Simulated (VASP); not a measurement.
Calculation: r2SCAN meta-GGA, VASP's PBE PAW potentials (set 64) (plane waves; VASP 6.6.1).

A VASP calculation is set up with these files.

INCAR:
```
! general
SYSTEM =SiO2
PREC   =Accurate
ENCUT  =520
LREAL  =.False.
LASPH  =.True.

! electronic loop
EDIFF  =1E-7
NELM   =100
ALGO   =Normal
LMIXTAU=.True.

! smearing
ISMEAR =-5

! functional
METAGGA=R2SCAN

! ions
ISIF   =2

! output
LWAVE  =.False.
LCHARG =.False.
LORBIT =11
NEDOS  =601

! other
LEFG   =.True.
```

**KPOINTS**
```
Automatic mesh
0
gamma
11 11 1
0 0 0
```

**POSCAR**
```
SiO2
1.0
  2.6042698743  -0.0000002528   0.0000000000
 -1.3021357091   2.2553634402   0.0000000000
  0.0000000000   0.0000000000  14.9190822762
Si O
1 2
direct
  0.6666670000   0.3333330000   0.5000000000
  0.3333330000   0.6666670000   0.4282235772
  0.3333330000   0.6666670000   0.5717764228
```

File KPOINTS_OPT:
```
k-points along high-symmetry lines
20
Line-mode
Reciprocal
  0.000000   0.000000   0.000000 ! GAMMA
  0.500000   0.000000   0.000000 ! M

  0.500000   0.000000   0.000000 ! M
  0.333333   0.333333   0.000000 ! K

  0.333333   0.333333   0.000000 ! K
  0.000000   0.000000   0.000000 ! GAMMA
```

POTCAR, in this order: Si O (PBE.64 set). Program: vasp_std.

The run wrote:

File OUTCAR:
```
 ion  position               nearest neighbor table
   1  0.667  0.333  0.500-   2 1.85   3 1.85   2 1.85   3 1.85   2 1.85   3 1.85
   2  0.333  0.667  0.428-   1 1.85   1 1.85   1 1.85
   3  0.333  0.667  0.572-   1 1.85   1 1.85   1 1.85
  LATTYP: Found a hexagonal cell.
 ALAT       =     2.6042698743
 C/A-ratio  =     5.7287005557
 Subroutine PRICEL returns:
 Original cell was already a primitive cell.
 Subroutine GETGRP returns: Found 12 space group operations
The static configuration has the point symmetry D_3h.
The dynamic configuration has the point symmetry D_3h.
 Subroutine INISYM returns: Found 12 space group operations
 Subroutine IBZKPT returns following result:
 Found     16 irreducible k-points:

 Following reciprocal coordinates:
            Coordinates               Weight
  0.000000  0.000000  0.000000      1.000000
  0.090909  0.000000  0.000000      6.000000
  0.181818  0.000000  0.000000      6.000000
  0.272727  0.000000  0.000000      6.000000
  0.363636 -0.000000  0.000000      6.000000
  0.454545  0.000000  0.000000      6.000000
  0.090909  0.090909  0.000000      6.000000
...
```

File OSZICAR:
```
       N       E                     dE             d eps       ncg     rms          rms(c)
DAV:   1     0.128285144590E+03    0.12829E+03   -0.72405E+03   384   0.109E+03
DAV:   2    -0.224306145277E+02   -0.15072E+03   -0.13840E+03   648   0.259E+02
DAV:   3    -0.333600431167E+02   -0.10929E+02   -0.10835E+02   480   0.854E+01
DAV:   4    -0.335134341732E+02   -0.15339E+00   -0.15316E+00   492   0.114E+01
DAV:   5    -0.335162916675E+02   -0.28575E-02   -0.28570E-02   488   0.152E+00    0.113E+01
DAV:   6    -0.287143077792E+02    0.48020E+01   -0.54610E+00   440   0.194E+01    0.540E+00
DAV:   7    -0.270841886907E+02    0.16301E+01   -0.64534E-01   488   0.907E+00    0.289E+00
DAV:   8    -0.289469628492E+02   -0.18628E+01   -0.39247E-01   468   0.909E+00    0.500E-01
DAV:   9    -0.262595501040E+02    0.26874E+01   -0.28568E-01   464   0.671E+00    0.324E-01
DAV:  10    -0.263239256788E+02   -0.64376E-01   -0.27097E-02   484   0.203E+00    0.267E-01
DAV:  11    -0.262942604163E+02    0.29665E-01   -0.50472E-03   464   0.865E-01    0.233E-01
DAV:  12    -0.261567352806E+02    0.13753E+00   -0.56270E-02   452   0.247E+00    0.275E-01
DAV:  13    -0.262057833641E+02   -0.49048E-01   -0.48850E-03   464   0.837E-01    0.200E-01
DAV:  14    -0.262424954764E+02   -0.36712E-01   -0.18043E-02   392   0.152E+00    0.529E-02
DAV:  15    -0.262433304170E+02   -0.83494E-03   -0.56558E-03   400   0.111E+00    0.661E-02
DAV:  16    -0.262411973071E+02    0.21331E-02   -0.58027E-04   460   0.356E-01    0.628E-02
DAV:  17    -0.262338433830E+02    0.73539E-02   -0.66500E-03   420   0.101E+00    0.449E-02
DAV:  18    -0.262283587183E+02    0.54847E-02   -0.36985E-03   412   0.674E-01    0.414E-02
DAV:  19    -0.262336175618E+02   -0.52588E-02   -0.16744E-03   392   0.488E-01    0.196E-02
DAV:  20    -0.262328931719E+02    0.72439E-03   -0.90788E-04   436   0.365E-01    0.269E-02
DAV:  21    -0.262245769270E+02    0.83162E-02   -0.45911E-03   384   0.966E-01    0.703E-02
DAV:  22    -0.262333973010E+02   -0.88204E-02   -0.56976E-03   396   0.978E-01    0.268E-02
DAV:  23    -0.262330834320E+02    0.31387E-03   -0.21486E-04   436   0.207E-01    0.129E-02
DAV:  24    -0.262338025111E+02   -0.71908E-03   -0.97879E-05   436   0.128E-01    0.139E-02
DAV:  25    -0.262337123463E+02    0.90165E-04   -0.12246E-03   420   0.419E-01    0.844E-03
DAV:  26    -0.262341757658E+02   -0.46342E-03   -0.79046E-04   396   0.341E-01    0.115E-02
DAV:  27    -0.262340315845E+02    0.14418E-03   -0.43306E-05   476   0.753E-02    0.127E-02
DAV:  28    -0.262342084448E+02   -0.17686E-03   -0.61904E-05   408   0.906E-02    0.599E-03
DAV:  29    -0.262341700416E+02    0.38403E-04   -0.22424E-05   420   0.619E-02    0.210E-03
DAV:  30    -0.262342283149E+02   -0.58273E-04   -0.35332E-05   420   0.710E-02    0.321E-03
DAV:  31    -0.262342257755E+02    0.25394E-05   -0.29917E-06   436   0.239E-02    0.208E-03
DAV:  32    -0.262342257804E+02   -0.49235E-08   -0.78922E-07   392   0.134E-02
   1 F= -.26234226E+02 E0= -.26234226E+02  d E =0.000000E+00
       N       E                     dE             ncg
       N       E                     dE             ncg
       N       E                     dE             ncg
       N       E                     dE             ncg
```

**OUTCAR**
```
------------------------ aborting loop because EDIFF is reached ----------------------------------------
  FORCE on cell =-STRESS in cart. coord.  units (eV):
  Direction    XX          YY          ZZ          XY          YZ          ZX
  --------------------------------------------------------------------------------------
  Total       -0.0588003     -0.0588003     -0.0343240      0.0000000     -0.0000000     -0.0000000
  in kB       -1.0750921     -1.0750916     -0.6275720      0.0000005     -0.0000000     -0.0000000
  external PRESSURE =      -0.9259186 kB  Pullay stress =       0.0000000 kB
  volume of cell :       87.63
      direct lattice vectors                 reciprocal lattice vectors
     2.604269874 -0.000000253  0.000000000     0.383984804  0.221693903  0.000000000
    -1.302135709  2.255363440  0.000000000     0.000000043  0.443387544  0.000000000
     0.000000000  0.000000000 14.919082276     0.000000000  0.000000000  0.067028252
 POSITION                                       TOTAL-FORCE (eV/Angst)
 -----------------------------------------------------------------------------------
      1.30214      0.75179      7.45954         0.000000     -0.000000      0.000000
     -0.00000      1.50358      6.38870        -0.000000      0.000000     -0.010683
     -0.00000      1.50358      8.53038        -0.000000      0.000000      0.010683
 -----------------------------------------------------------------------------------
    total drift:                                0.003353     -0.001935      0.000000
  FREE ENERGIE OF THE ION-ELECTRON SYSTEM (eV)
  ---------------------------------------------------
  free  energy   TOTEN  =       -26.2342257804 eV

  energy  without entropy=      -26.2342257804  energy(sigma->0) =      -26.23422578

 total charge

# of ion       s       p       d       tot
------------------------------------------
    1        0.601   0.841   0.000   1.442
    2        1.587   3.542   0.000   5.129
    3        1.587   3.542   0.000   5.129
--------------------------------------------------
tot          3.776   7.924   0.000  11.700

 Electric field gradients after diagonalization (V/A^2)
 (convention: |V_zz| > |V_xx| > |V_yy|)
----------------------------------------------------------------------
 ion       V_xx      V_yy      V_zz     asymmetry (V_yy - V_xx)/ V_zz
----------------------------------------------------------------------
   1       2.464     2.464    -4.928       0.000
   2      40.418    40.413   -80.831       0.000
   3      40.418    40.413   -80.831       0.000
```
(Selected blocks of OUTCAR.)

The cell holds a wide vacuum, so values per volume refer to the whole cell.

The cell is a sheet with vacuum, built from a generated structure.
